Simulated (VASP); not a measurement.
A convergence study with VASP on CoSi2: one setting is varied, all else stays as given below, so the limit is that of these other settings.

```
CoSi2
1.0
    3.77872     0.00000     0.00000
    1.88936     3.27247     0.00000
    0.00000     0.00000    21.71330
Co Si
3 6
Direct
  0.00000   0.00000   0.35790
  0.33333   0.33333   0.50000
  0.66667   0.66667   0.64209
  0.66667   0.66667   0.32238
  0.33333   0.33333   0.39343
  0.00000   0.00000   0.46448
  0.66667   0.66667   0.53552
  0.33333   0.33333   0.60657
  0.00000   0.00000   0.67762
```

Computed with PBEsol GGA, VASP's PBE PAW potentials (set 64) (plane waves; VASP 6.6.1). The tightest run used: 600 eV cut-off, 9×9×1 Γ-centred mesh, Fermi-Dirac smearing of 0.10 eV, potentials Co Si.

Q: The settings run are ENCUT = 150; ENCUT = 180; ENCUT = 210; ENCUT = 255; ENCUT = 360; ENCUT = 450; ENCUT = 600. From which on does the largest force stay within 0.01 eV/Å of the tightest run?

A: From ENCUT = 360 on: it is off by 0.003 there and by no more than 0.01 in any finer run, while ENCUT = 255 is off by 0.016.
```
setting      E (eV/atom)  largest force (eV/Å)  plane waves  difference judged (eV/Å)
-----------  -----------  --------------------  -----------  ------------------------
ENCUT = 150      -5.1274                 0.766         1134                     0.103
ENCUT = 180      -6.3937                 0.777         1502                     0.114
ENCUT = 210      -6.6002                 0.707         1887                     0.043
ENCUT = 255      -6.6656                 0.648         2518                     0.016
ENCUT = 360      -6.6806                 0.660         4192                     0.003
ENCUT = 450      -6.6799                 0.663         5871                     0.000
ENCUT = 600      -6.6798                 0.663         9013                     0.000
```

Left out are rungs that failed or repeat a setting and relaxations that didn't move; long series are thinned to 24 rows.

The cell is a sheet or thin cut with vacuum, built from a generated structure. The run is not spin-polarised, so no magnetic state was tried.
